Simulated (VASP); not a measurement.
Runs of VASP 6.6.1 on MoS2. It takes space group P6_3/mmc (No. 194, hexagonal). Conventional cell: a = 3.161 Å, b = 3.161 Å, c = 13.770 Å, α = 90.00°, β = 90.00°, γ = 120.00°. Mo (site symmetry -6m2) has 6 S at 2.40 Å as nearest neighbours. S (site symmetry 3m) has 3 Mo at 2.40 Å as nearest neighbours. The cell was built by a generator and needn't be a form met in nature.

```csv
level,potentials or basis,gap on the mesh (eV),pressure (GPa),largest force (eV/Å)
PBEsol,"VASP PAW PBE potentials, release 64 (Mo_sv, S)",1.50,(b),0.23
PBE+D4,"VASP PAW PBE potentials, release 64 (Mo_sv, S)",1.52,-1.2,0.03
LDA,"VASP PAW LDA potentials, release 64 (Mo_sv, S)",1.45,(c),0.42
optB86b-vdW,"VASP PAW PBE potentials, release 64 (Mo_sv, S)",1.49,(d),0.19
SCAN,"VASP PAW PBE potentials, release 64 (Mo_sv, S)",1.65,(a),0.12
vdW-DF2,"VASP PAW PBE potentials, release 64 (Mo_sv, S)",1.45,10.8,1.11
```

Alike in all rows: task single point; no spin polarisation; cell as given; k mesh 8 × 8 × 2; cutoff (eV) 520; smearing fermi-dirac 0.05 eV.

Problem. Estimate the missing entries.

Solution. (a) -0.3; (b) -2.4; (c) -4.7; (d) 0.2.

Caveats: the PAW data sets were made with another functional, which shifts forces and pressure a little (some runs); this functional lacks dispersion, which binds the layers, so the pressure and a relaxed spacing across them are unreliable (some runs).

A k mesh can miss the band edges, and the runs leave out spin-orbit coupling on Mo.

Not every run made on this cell is shown here.
